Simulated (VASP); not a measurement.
These are LDA (Ceperley-Alder, Perdew-Zunger), VASP's LDA PAW potentials (set 64) (plane waves; VASP) values and carry that method's errors.

A VASP calculation is set up with these files.

File KPOINTS:
```
K-points
0
G
 9 9 9
```

### INCAR
```
SYSTEM = CaO
PREC = Accurate
ENCUT = 520
EDIFF = 1E-6
NELM = 100
ALGO = Normal
LREAL = .FALSE.
LASPH = .TRUE.
ISMEAR = 0
SIGMA = 0.05
LWAVE = .FALSE.
LCHARG = .FALSE.
IBRION = 2
ISIF = 3
NSW = 60
EDIFFG = -0.01
```

### POSCAR
```
CaO
1
    0.0000000000     2.3597990468     2.3597990468
    2.3597990468    -0.0000000000     2.3597990468
    2.3597990468     2.3597990468     0.0000000000
Ca O
1 1
Direct
  0.0000000000   0.0000000000   0.0000000000
  0.5000000000   0.5000000000   0.5000000000
```

POTCAR, in this order: Ca_sv O (LDA.64 set). Program: vasp_std.

Task: Predict the energy per atom (σ→0).

Result: 
```yaml
energy per atom (σ→0): -7.111 eV/atom
```

OSZICAR:
```
...
DAV:   7    -0.142525030411E+02    0.82376E-01   -0.69144E-01  1128   0.846E+00    0.171E+00
DAV:   8    -0.142231399343E+02    0.29363E-01   -0.75090E-02  1028   0.311E+00    0.349E-01
DAV:   9    -0.142210651723E+02    0.20748E-02   -0.14348E-02  1020   0.102E+00    0.109E-01
DAV:  10    -0.142211560141E+02   -0.90842E-04   -0.12264E-03  1004   0.359E-01    0.230E-02
DAV:  11    -0.142211723592E+02   -0.16345E-04   -0.18459E-04  1232   0.110E-01    0.277E-02
DAV:  12    -0.142211590183E+02    0.13341E-04   -0.45215E-05  1036   0.725E-02    0.275E-03
DAV:  13    -0.142211592573E+02   -0.23904E-06   -0.33485E-06  1008   0.175E-02
   1 F= -.14221159E+02 E0= -.14221159E+02  d E =-.142212E+02
```

The structure comes from a computed database's CaO entry (Fm-3m); how it stands against other phases isn't given here. It was relaxed first, which changed the volume by -5 %. The start is the result of an earlier pass.
